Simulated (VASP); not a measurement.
Energy against volume of Li₂S (antifluorite). Method: optB86b-vdW, VASP's PBE PAW potentials (set 64) (plane waves; VASP). Numerical set-up: 520 eV cut-off, 7×7×7 Γ-centred mesh, Gaussian smearing of 0.050 eV, potentials Li_sv S.

```json
[
 {"V (Å³/atom)": "14.826", "E (eV/atom)": "-2.96159"},
 {"V (Å³/atom)": "15.285", "E (eV/atom)": "-2.96408"},
 {"V (Å³/atom)": "15.743", "E (eV/atom)": "-2.96292"},
 {"V (Å³/atom)": "16.202", "E (eV/atom)": "-2.95865"}
]
```

Task: Fit these four points and predict the energy of the run at 14.368 Å³/atom.

Result: A cubic in V^(−2/3), the third-order Birch-Murnaghan form, passes through the four points with V0 = 15.36 Å³/atom and B0 = 42 GPa, and gives -2.9548 eV/atom there. The run gave -2.9549 eV/atom, -0.1 meV/atom from the fit; all five points give B0 = 41 GPa.

The compound is Li2S in the antifluorite structure. It was relaxed first.
